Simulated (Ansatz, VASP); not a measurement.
# Cross-check of HfO2 (HfO2 (110), 4 units) between VASP and Ansatz

Aim: how closely do two programs agree when they are given the same cell, functional and k mesh? The cell is taken from a series of runs on this material, whose earlier steps may have relaxed, scaled, displaced or heated it; both programs get it as it stands.

Method: plane waves, with VASP 6.6.1 beside it; single point at PBE, in Ansatz 0.2.0.

### 1. The starting structure

The cell holds 12 atoms: 4 Hf and 8 O. Cell: a = 3.592 Å, b = 5.080 Å, c = 23.388 Å, α = 90.0°, β = 90.0°, γ = 90.0°. It derives from HfO2 (fluorite HfO2). Vacuum lies along c.

### 2. VASP: single point, PBE, pair 1

A single point gives forces, pressure and levels at one fixed geometry, so differences don't come from the geometry; what else differs is listed under the comparison.

Lines of VASP's logs that name or quote its potential files are left out, and so is its time.

INCAR reads:

```
SYSTEM = HfO2
PREC = Accurate
ENCUT = 520
EDIFF = 1E-06
NELM = 120
ISMEAR = 0
SIGMA = 0.01
LREAL = .FALSE.
ALGO = Normal
GGA = PE
NBANDS = 56
LASPH = .TRUE.
LORBIT = 11
LWAVE = .FALSE.
LCHARG = .FALSE.
ISIF = 2
LDIPOL = .TRUE.
IDIPOL = 3
DIPOL = 0.5 0.5 0.5
LVHAR = .TRUE.
GGA_COMPAT = .FALSE.
EFERMI = MIDGAP
NELMDL = -8
KPAR = 4
```

POSCAR reads:

```
HfO2
1.0
    3.5921024500      0.0000000000      0.0000000000
    0.0000000000      5.0800000000      0.0000000000
    0.0000000000      0.0000000000     23.3881536726
Hf O
4 8
Direct
    0.5000000000      0.5000000000      0.3950594447
    0.0000000000      0.0000000000      0.4482515160
    0.5000000000      0.5000000000      0.5517484873
    0.0000000000      0.0000000000      0.6049405586
    0.0000000000      0.7394527866      0.3809887225
    0.0000000000      0.2605472135      0.3809887225
    0.5000000000      0.2446376134      0.4607656433
    0.5000000000      0.7553623866      0.4607656433
    0.0000000000      0.7446376134      0.5392343599
    0.0000000000      0.2553623866      0.5392343599
    0.5000000000      0.2394527866      0.6190112807
    0.5000000000      0.7605472134      0.6190112807
```

KPOINTS reads:

```
Automatic mesh
0
Gamma
8 6 1
0 0 0
```

The projector-augmented-wave data sets are Hf_pv and O (PBE family, release 64).

Started as:

```sh
mpirun -np 4 vasp_std
```

Numbers of over 12 decimals in the logs are rounded to 6 here.

Output:

```text
[banner, memory and clock lines left out]
running    4 mpi-ranks, on    1 nodes
 distrk:  each k-point on    1 cores,    4 groups
 distr:  one band on    1 cores,    1 groups

 POSCAR found type information on POSCAR HfO
 POSCAR found :  2 types and      12 ions
 LDA part: xc-table for (Slater+PW92), standard interpolation
 POSCAR, INCAR and KPOINTS ok, starting setup
 FFT: planning ... GRIDC
 FFT: planning ... GRID_SOFT
 FFT: planning ... GRID
 WAVECAR not read
 entering main loop
       N       E                     dE             d eps       ncg     rms          rms(c)
DAV:   1     0.726353613635E+03    0.72635E+03   -0.45026E+04  2672   0.134E+03
DAV:   2    -0.555146620075E+02   -0.78187E+03   -0.76036E+03  3032   0.350E+02
DAV:   3    -0.140514556947E+03   -0.85000E+02   -0.84474E+02  2592   0.110E+02
DAV:   4    -0.142712177868E+03   -0.21976E+01   -0.21933E+01  2944   0.187E+01
DAV:   5    -0.142759854587E+03   -0.47677E-01   -0.47650E-01  2760   0.260E+00
DAV:   6    -0.142761829707E+03   -0.19751E-02   -0.19749E-02  3000   0.511E-01
DAV:   7    -0.142761897871E+03   -0.68163E-04   -0.68156E-04  2768   0.882E-02
DAV:   8    -0.142761901380E+03   -0.35095E-05   -0.35095E-05  2824   0.193E-02    0.100E+02
DAV:   9    -0.119095798681E+03    0.23666E+02   -0.12756E+02  2536   0.434E+01    0.820E+01
DAV:  10    -0.118516888406E+03    0.57891E+00   -0.87869E+00  2624   0.143E+01    0.383E+01
DAV:  11    -0.118349328597E+03    0.16756E+00   -0.93051E-01  3088   0.421E+00    0.505E+00
DAV:  12    -0.118320508542E+03    0.28820E-01   -0.10482E-01  2672   0.154E+00    0.352E+00
DAV:  13    -0.118311859562E+03    0.86490E-02   -0.28081E-02  3000   0.708E-01    0.601E-01
DAV:  14    -0.118311569252E+03    0.29031E-03   -0.34833E-03  2824   0.254E-01    0.508E-01
[...]
DAV:  21    -0.118311574620E+03   -0.24773E-03   -0.17153E-05  2240   0.116E-02    0.367E-03
DAV:  22    -0.118311685895E+03   -0.11127E-03   -0.70110E-06  2184   0.680E-03    0.716E-03
DAV:  23    -0.118311736730E+03   -0.50835E-04   -0.35214E-06  2136   0.423E-03    0.110E-03
DAV:  24    -0.118311759084E+03   -0.22355E-04   -0.10083E-06  2144   0.202E-03    0.973E-04
DAV:  25    -0.118311782149E+03   -0.23065E-04   -0.11788E-06  2096   0.177E-03    0.105E-03
DAV:  26    -0.118311790378E+03   -0.82291E-05   -0.16162E-07  1944   0.111E-03    0.160E-03
DAV:  27    -0.118311795309E+03   -0.49305E-05   -0.12983E-07  1864   0.805E-04    0.458E-04
DAV:  28    -0.118311795591E+03   -0.28274E-06   -0.32567E-08  1912   0.470E-04
   1 F= -.11831180E+03 E0= -.11831180E+03  d E =0.000000E+00
```

Parts of OUTCAR (step 2):

```text
ion  position               nearest neighbor table
   1  0.500  0.500  0.395-   7 2.01   8 2.01   6 2.19   6 2.19   5 2.19   5 2.19   2 3.35   2 3.35
                             2 3.35   2 3.35   3 3.66
   2  0.000  0.000  0.448-   5 2.06   6 2.06   7 2.20   8 2.20   7 2.20   8 2.20   9 2.49  10 2.49
                             1 3.35   1 3.35   1 3.35   1 3.35   4 3.66
   3  0.500  0.500  0.552-  11 2.06  12 2.06   9 2.20  10 2.20   9 2.20  10 2.20   7 2.49   8 2.49
                             4 3.35   4 3.35   4 3.35   4 3.35   1 3.66
   4  0.000  0.000  0.605-   9 2.01  10 2.01  11 2.19  12 2.19  11 2.19  12 2.19   3 3.35   3 3.35
                             3 3.35   3 3.35   2 3.66
   5  0.000  0.739  0.381-   2 2.06   1 2.19   1 2.19
   6  0.000  0.261  0.381-   2 2.06   1 2.19   1 2.19
   7  0.500  0.245  0.461-   1 2.01   2 2.20   2 2.20   3 2.49
   8  0.500  0.755  0.461-   1 2.01   2 2.20   2 2.20   3 2.49
   9  0.000  0.745  0.539-   4 2.01   3 2.20   3 2.20   2 2.49
  10  0.000  0.255  0.539-   4 2.01   3 2.20   3 2.20   2 2.49
  11  0.500  0.239  0.619-   3 2.06   4 2.19   4 2.19
  12  0.500  0.761  0.619-   3 2.06   4 2.19   4 2.19

  LATTYP: Found a simple orthorhombic cell.
 ALAT       =     3.5921024500
 B/A-ratio  =     1.4142135618
 C/A-ratio  =     6.5109929347

 Subroutine GETGRP returns: Found  8 space group operations
 (whereof  4 operations were pure point group operations)

The static configuration has the point symmetry C_2v.
 The point group associated with its full space group is D_2h.

 Found     20 irreducible k-points:

   k-points           NKPTS =     20   k-points in BZ     NKDIM =     20   number of bands    NBANDS=     56

   dimension x,y,z NGX =    28 NGY =   40 NGZ =  180
   dimension x,y,z NGXF=    56 NGYF=   80 NGZF=  360

   ENCUT  =  520.0 eV  38.22 Ry    6.18 a.u.   6.68  9.45 43.49*2*pi/ulx,y,z

   NELECT =      88.0000    total number of electrons

 k-points in reciprocal lattice and weights: Automatic mesh
   0.00000000  0.00000000  0.00000000       0.021
   0.12500000  0.00000000  0.00000000       0.042
   0.25000000  0.00000000  0.00000000       0.042
   0.37500000  0.00000000  0.00000000       0.042
   0.50000000  0.00000000  0.00000000       0.021
   0.00000000  0.16666667  0.00000000       0.042
   0.12500000  0.16666667  0.00000000       0.083
   0.25000000  0.16666667  0.00000000       0.083
   0.37500000  0.16666667  0.00000000       0.083
[...]
0.37500000  0.50000000  0.00000000       0.042
   0.50000000  0.50000000  0.00000000       0.021

 dipolmoment           0.000000      0.000000      0.000000 electrons x Angstroem

 average (electrostatic) potential at core
       1 -44.2004       2 -44.1530       3 -44.1530       4 -44.2004       5 -76.0958
       6 -76.0958       7 -76.6821       8 -76.6821       9 -76.6821      10 -76.6821
      11 -76.0958      12 -76.0958

 E-fermi :  -0.6517

 k-point     1 :       0.0000    0.0000    0.0000
  band No.  band energies     occupation
    ...
     40      -3.6530      2.00000
     41      -3.3984      2.00000
     42      -3.3481      2.00000
     43      -2.3512      2.00000
     44      -2.2937      2.00000
     45       1.2410      0.00000
     46       1.2601      0.00000
     47       1.3979      0.00000
     48       1.5271      0.00000
     49       1.9115      0.00000
    ...

 k-point     2 :       0.1250    0.0000    0.0000
  band No.  band energies     occupation
    ...
     40      -3.6009      2.00000
     41      -3.4004      2.00000
     42      -3.3960      2.00000
     43      -2.3632      2.00000
     44      -2.3419      2.00000
     45       1.0605      0.00000
     46       1.1410      0.00000
     47       1.6458      0.00000
     48       1.8318      0.00000
     49       1.9664      0.00000
    ...

 k-point     3 :       0.2500    0.0000    0.0000
  band No.  band energies     occupation
    ...
     40      -3.7138      2.00000
     41      -3.5128      2.00000
     42      -3.2577      2.00000
     43      -2.4476      2.00000
     44      -2.4268      2.00000
     45       0.9904      0.00000
     46       1.1051      0.00000
     47       1.9167      0.00000
     48       2.0790      0.00000
     49       2.1594      0.00000
    ...

  Total      -14.9799720      6.3817780     -2.0431830      0.0000000      0.0000000      0.0000000
  in kB      -56.2358440     23.9576330     -7.6702494      0.0000000      0.0000000      0.0000000
  external PRESSURE =     -13.3161535 kB  Pullay stress =       0.0000000 kB

  energy-cutoff  :      520.00
  volume of cell :      426.78
      direct lattice vectors                 reciprocal lattice vectors
     3.592102450  0.000000000  0.000000000     0.278388496  0.000000000  0.000000000
     0.000000000  5.080000000  0.000000000     0.000000000  0.196850394  0.000000000
     0.000000000  0.000000000 23.388153673     0.000000000  0.000000000  0.042756688

 POSITION                                       TOTAL-FORCE (eV/Angst)
 -----------------------------------------------------------------------------------
      1.79605      2.54000      9.23971         0.000000      0.000000      0.171049
      0.00000      0.00000     10.48378         0.000000      0.000000     -0.042176
      1.79605      2.54000     12.90438         0.000000      0.000000      0.042176
      0.00000      0.00000     14.14844         0.000000      0.000000     -0.171049
      0.00000      3.75642      8.91062         0.000000     -0.027149      0.131977
      0.00000      1.32358      8.91062         0.000000      0.027149      0.131977
      1.79605      1.24276     10.77646         0.000000     -0.009598     -0.097062
      1.79605      3.83724     10.77646         0.000000      0.009598     -0.097062
      0.00000      3.78276     12.61170         0.000000     -0.009598      0.097062
      0.00000      1.29724     12.61170         0.000000      0.009598      0.097062
      1.79605      1.21642     14.47753         0.000000     -0.027149     -0.131977
      1.79605      3.86358     14.47753         0.000000      0.027149     -0.131977
 -----------------------------------------------------------------------------------
    total drift:                                0.000000     -0.000001      0.000017

  FREE ENERGIE OF THE ION-ELECTRON SYSTEM (eV)
  ---------------------------------------------------
  free  energy   TOTEN  =      -118.3117955914 eV

  energy  without entropy=     -118.3117955914  energy(sigma->0) =     -118.31179559

 vacuum level on the upper side and lower side of the slab         2.968         2.968

 total charge
# of ion       s       p       d       tot
------------------------------------------
    1        0.317   6.537   1.518   8.371
    2        0.298   6.545   1.433   8.276
    3        0.298   6.545   1.433   8.276
    4        0.317   6.537   1.518   8.371
    5        1.562   3.491   0.000   5.053
    6        1.562   3.491   0.000   5.053
    7        1.566   3.538   0.000   5.103
    8        1.566   3.538   0.000   5.103
    9        1.566   3.538   0.000   5.103
   10        1.566   3.538   0.000   5.103
   11        1.562   3.491   0.000   5.053
   12        1.562   3.491   0.000   5.053
--------------------------------------------------
tot         13.741  54.280   5.902  73.923

[... 3 further parts left out ...]
```

Harder data sets than Hf_pv exist (the GW ones), and pressures, volumes and forces can shift noticeably with them.

### 3. Ansatz: single point, PBE, pair 1

Ansatz runs on its default PAW (the set named soft_2) files.

The same cell, functional and mesh now go to Ansatz, which takes its cutoff from its data sets.

input.yaml reads:

```yaml
crystal:
  lattice:
    - [3.59210245, 0.0, 0.0]
    - [0.0, 5.08, 0.0]
    - [0.0, 0.0, 23.3881536726]
  atoms:
    - { symbol: Hf, position: [0.5, 0.5, 0.3950594447] }
    - { symbol: O, position: [0.0, 0.7394527804, 0.3809887211] }
    - { symbol: O, position: [0.0, 0.2605472196, 0.3809887211] }
    - { symbol: Hf, position: [0.0, 0.0, 0.4482515119] }
    - { symbol: O, position: [0.5, 0.2446376086, 0.4607656419] }
    - { symbol: O, position: [0.5, 0.7553623914, 0.4607656419] }
    - { symbol: Hf, position: [0.5, 0.5, 0.5517484832] }
    - { symbol: O, position: [0.0, 0.7446376182, 0.5392343585] }
    - { symbol: O, position: [0.0, 0.2553623818, 0.5392343585] }
    - { symbol: Hf, position: [0.0, 0.0, 0.6049405586] }
    - { symbol: O, position: [0.5, 0.2394527927, 0.6190112793] }
    - { symbol: O, position: [0.5, 0.7605472073, 0.6190112793] }
kpoints:
  mp_grid: { grid: [8, 6, 1] }
hamiltonian:
  xc: pbe
scf:
  occupations: { method: fixed }
  convergence: { dr2_threshold: 1.0e-09 }
efield:
  axis: 3
  dipole_correction: true
  ramp_position: 0.97
  ramp_width: 0.06
output:
  eigenvalues: true
  write_potential: true
  write_density: true
  volumetric_format: npy
```

Started as:

```sh
ansatz run input.yaml --threads 16 --pin off --max-ram 32768MiB --backend cpu --events-out ev --progress --plain --runs-dir out
```

Output:

```text
Engine: ansatz 0.2.0, aarch64-unknown-linux-gnu
Pseudopotentials: kind: paw
Pseudopotential: Hf, paw, valence charge 26, recommended cutoff 420 eV (normal), Hf.paw.azcp
Pseudopotential: O, paw, valence charge 6, recommended cutoff 420 eV (normal), O.paw.azcp
Functional definition: PBE
  parameter kappa = 0.804
  parameter beta = 0.066725
  exchange = pbe_x(kappa = kappa, mu = beta*pi^2/3)
  correlation = pbe_c(beta = beta)
Crystal: 12 atoms, lattice volume = 426.784 Å³
Basis set: ecut = 420 eV, 8287 PW (Γ)
Bands: 92, of which v1, the nominal top of the filled ones, is band 76 counted from 1 (75 counted from 0)
Symmetry: 4 space group operations
k-points: 20 of 48
Non-local potential: Hf, projectors of the file, l = 0: 3, l = 1: 2, l = 2: 2, l = 3: 3
Non-local potential: O, projectors of the file, l = 0: 2, l = 1: 2, l = 2: 1
PAW form: soft (Blöchl's): semilocal exchange-correlation on the pseudo side does not see the compensation charge
PAW one-centre angular grid: Hf, 590 points (default); XC on 64 Gauss nodes
PAW one-centre angular grid: O, 110 points (default); XC on 64 Gauss nodes
Initial density: superposition of atomic densities (neutral atoms: chi_scale 0, normalization atom), corrected by the library's trained network
Initial wavefunctions: pseudopotential atomic-orbital guess
Functional: x = pbe(κ = 0.804, μ = 0.219515), c = pbe(β = 0.066725)
SCF iter   1: F=—  HF=-67443.033798 eV  |F-HF|=—  |Δ(HF+E_count)|=         —  Δρ=2.61e-3  dr2=3.47e-2  ethr=1.77e-3  p=-0.000 e·Å  D=-1.56e-8 V/Å  ΔV_dip=0.00 eV  dr2_dipole=4.69e-9  V_vac-E_F(+/−)=5.69/5.69 eV  ⟨swp⟩=4.5  Hψ=6327  notcnv=0  defer=269
efield: sawtooth ramp at fractional position 0.9700 (set: `efield.ramp_position`, or a place that a band, a saddle search or an elastic batch's reference lends), width 0.0600; the density the first Hamiltonian is built on has a dipole p = -0.000 e·Å; the dipole correction subtracts the counter field D = -1.56e-8 V/Å, which shifts the + side's vacuum level by +0.00 eV against the − side's; the planar-averaged density in the ramp window peaks in size at 5.1e-6 e/Å³
preconditioner: auto → Resta (q_TF=auto, 2.297 Å⁻¹)  ε∞=2.5  [insulator: Δε(μ)=3.321 eV  Ē_g=17.572 eV  n_scr=96 (ndim 8)  ℏωp=21.6 eV  f_vac=0.655  ε∞_Penn≈2.5  vacuum switching on, ρ_ref=2.2e-2 e/Å³]
SCF iter   2: F=—  HF=-67443.043484 eV  |F-HF|=—  |Δ(HF+E_count)|=   9.69e-3  Δρ=1.49e-3  dr2=8.18e-3  ethr=2.28e-5  p=0.000 e·Å  D=1.57e-5 V/Å  ΔV_dip=-0.00 eV  dr2_dipole=9.95e-9  V_vac-E_F(+/−)=5.44/5.44 eV  ⟨swp⟩=3.2  Hψ=3704  notcnv=0  defer=278
density mixer auto → msr1: gapped (density of states about μ 0.00 of a free-electron gas's, 96 screened modes)
SCF iter   3: F=—  HF=-67443.044212 eV  |F-HF|=—  |Δ(HF+E_count)|=   7.27e-4  Δρ=7.30e-4  dr2=2.30e-3  ethr=5.38e-6  p=-0.000 e·Å  D=-4.61e-6 V/Å  ΔV_dip=0.00 eV  dr2_dipole=2.34e-9  V_vac-E_F(+/−)=5.35/5.35 eV  ⟨swp⟩=3.0  Hψ=2928  notcnv=0  defer=280
SCF iter   4: F=—  HF=-67443.044680 eV  |F-HF|=—  |Δ(HF+E_count)|=   4.68e-4  Δρ=1.73e-4  dr2=1.21e-4  ethr=1.51e-6  p=0.000 e·Å  D=2.61e-6 V/Å  ΔV_dip=-0.00 eV  dr2_dipole=1.13e-9  V_vac-E_F(+/−)=5.26/5.26 eV  ⟨swp⟩=2.8  Hψ=2921  notcnv=0  defer=280
SCF iter   5: F=—  HF=-67443.044703 eV  |F-HF|=—  |Δ(HF+E_count)|=   2.34e-5  Δρ=9.80e-5  dr2=3.39e-5  ethr=7.99e-8  p=-0.000 e·Å  D=-3.75e-6 V/Å  ΔV_dip=0.00 eV  dr2_dipole=8.11e-10  V_vac-E_F(+/−)=5.24/5.24 eV  ⟨swp⟩=2.5  Hψ=3217  notcnv=0  defer=263
SCF iter   6: F=—  HF=-67443.044714 eV  |F-HF|=—  |Δ(HF+E_count)|=   1.03e-5  Δρ=5.62e-5  dr2=1.72e-5  ethr=2.23e-8  p=0.000 e·Å  D=3.04e-6 V/Å  ΔV_dip=-0.00 eV  dr2_dipole=9.43e-10  V_vac-E_F(+/−)=5.24/5.24 eV  ⟨swp⟩=2.0  Hψ=2798  notcnv=0  defer=234
SCF iter   7: F=—  HF=-67443.044719 eV  |F-HF|=—  |Δ(HF+E_count)|=   5.20e-6  Δρ=1.40e-5  dr2=8.90e-7  ethr=1.13e-8  p=-0.000 e·Å  D=-1.54e-6 V/Å  ΔV_dip=0.00 eV  dr2_dipole=5.35e-11  V_vac-E_F(+/−)=5.24/5.24 eV  ⟨swp⟩=2.0  Hψ=2784  notcnv=0  defer=201
SCF iter   8: F=—  HF=-67443.044492 eV  |F-HF|=—  |Δ(HF+E_count)|=   2.27e-4  Δρ=5.64e-6  dr2=1.13e-7  ethr=5.86e-10  p=-0.000 e·Å  D=-5.77e-7 V/Å  ΔV_dip=0.00 eV  dr2_dipole=2.03e-13  V_vac-E_F(+/−)=5.24/5.24 eV  ⟨swp⟩=2.1  Hψ=2976  notcnv=0  defer=191
SCF iter   9: F=—  HF=-67443.044492 eV  |F-HF|=—  |Δ(HF+E_count)|=   1.60e-7  Δρ=2.13e-6  dr2=1.73e-8  ethr=7.43e-11  p=-0.000 e·Å  D=-6.31e-7 V/Å  ΔV_dip=0.00 eV  dr2_dipole=4.25e-13  V_vac-E_F(+/−)=5.24/5.24 eV  ⟨swp⟩=2.0  Hψ=3169  notcnv=0  defer=191
SCF iter  10: F=—  HF=-67443.044492 eV  |F-HF|=—  |Δ(HF+E_count)|=   1.59e-8  Δρ=5.32e-7  dr2=1.13e-9  ethr=1.14e-11  p=-0.000 e·Å  D=-5.15e-7 V/Å  ΔV_dip=0.00 eV  dr2_dipole=1.99e-13  V_vac-E_F(+/−)=5.24/5.24 eV  ⟨swp⟩=2.0  Hψ=3175  notcnv=0  defer=191
SCF iter  11: F=-67443.044492 eV  HF=-67443.044492 eV  |F-HF|=4.66e-10  |Δ(HF+E_count)|=  6.69e-10  Δρ=2.29e-7  dr2=2.28e-10  ethr=1.00e-12  p=-0.000 e·Å  D=-6.46e-7 V/Å  ΔV_dip=0.00 eV  dr2_dipole=1.01e-12  V_vac-E_F(+/−)=5.24/5.24 eV  ⟨swp⟩=15.2  Hψ=7944  notcnv=0
SCF 1 converged in 11 iterations: F = -67443.044492 eV  dr2 = 2.28e-10
  greatest PAW one-centre occupation: 0.999 electrons in one spin orbital (limit 2), on the Hf atom at site 6 (counted from 0), in its partial waves of l = 0
WARN: The output density's exchange-correlation potential varies sharply where the density is thin. Do not read a vacuum level from v_tot or v_xc, or from such a field of the output density. On a cell that repeats whose density bears no net charge and no dipole along the vacuum's axis use v_es (v_loc + v_h of the components); under efield.dipole_correction with no amplitude use v_es + v_field, which holds any externa [...]
SCF converged after 11 iterations
Free energy (F): -67443.044492 eV
Harris-Foulkes:  -67443.044492 eV  (|F-HF|=4.66e-10)
Internal energy: -67443.044492 eV  (E = F + TS)
E sigma→0 (E₀):  -67443.044492 eV
Fermi energy:    1.308557 eV
Dipole field:    D = 0.000000 V/Å  (p = 0.000001 e·Å, saw-weighted, corrected)
Work function:   Φ+ = 5.2423 eV   Φ− = 5.2423 eV
Levels:          The Fermi level and band energies are counted from a zero that moves with the ramp; work functions are not
--- Per-component energies (eV) ---
  E_band       = -2053.420209
  E_kinetic    = 3082.419063
  E_local      = -244227.491139  (includes V_loc(G=0)·N_el)
  E_nonlocal   = -4589.005343
  E_hartree    = 120039.366692
  E_xc         = -1788.945911
  E_vxc        = -1816.129942  (∫ρ·V_xc dr)
  E_paw        = -28971.230623  (= ΣΔE_a)
  E_vpaw       = 5418.033497  (= ΣTr[D̂ρ^β])
  E_aug_tail   = 0.019811  (compensation charges beyond the density's cutoff)
  E_efield     = 0.000000  (sawtooth field / dipole correction)
  E_vefield    = 0.000000  (∫n·V_field dr)
  E_ewald      = 89011.822957
  E_smearing   = -0.000000  (= −TS)
  E_closure    = 0.000000  (closes the sum)
  Σ components = -67443.044492   (vs F -67443.044492, Δ=0.00e0)
--- Band table (eV; the first three rows and the last of 20) ---
  k-point 0: bands = [... 72 lower, 0.2028, 0.2473, 1.2500, 1.3086, 4.8438, 4.8716, 5.0239, 5.1502, ... 12 higher]
  k-point 1: bands = [... 72 lower, -0.0747, 0.0048, 0.8741, 0.9024, 4.9917, 4.9994, 5.1667, 5.2417, ... 12 higher]
  k-point 2: bands = [... 72 lower, -0.1323, -0.0204, 0.0403, 0.0608, 5.2633, 5.2689, 5.5584, 5.5741, ... 12 higher]
  k-point 19: bands = [... 72 lower, -0.0227, -0.0227, 0.1887, 0.1887, 5.5839, 5.5839, 5.8789, 5.8790, ... 12 higher]
```

The column dr2 measures how far the density is from self-consistency, as an energy; F and HF (Harris–Foulkes) agree once it is small.

### 4. Side by side

Known differences besides the potentials themselves: fixed occupations in Ansatz, narrow Gaussian smearing in VASP; the data sets hold 152 valence electrons in Ansatz (on its default PAW (the set named soft_2) files) and 88 in VASP; the cutoff is 420 eV in Ansatz and 520 eV in VASP. Total energies have different zeros and are not compared.

The two programs side by side:

```tsv
quantity	Ansatz	VASP	difference
gap on the k mesh (eV)	3.297	3.284	+0.012
```

A gap on the mesh is an upper bound, since the band edges may lie between its points; neither run holds spin-orbit coupling, which can move the band edges of a compound of Hf. With vacuum in the cell, a pressure given here is an average over mostly empty space and none of the material.

(Part 1 of 2 ends here.)

[Lines on the potential files, build, host, timing and source positions are cut from VASP's logs without a mark.]

[Logs are printed without paths, hosts, clocks, repeated set-up lines and the standing remarks that a program may print on its own settings, such as how far it seeks lower states.]

[Hosts, paths, dates, database ids (printed as entryN), source tags and the programs' standing remarks are cut or masked in the printed files.]
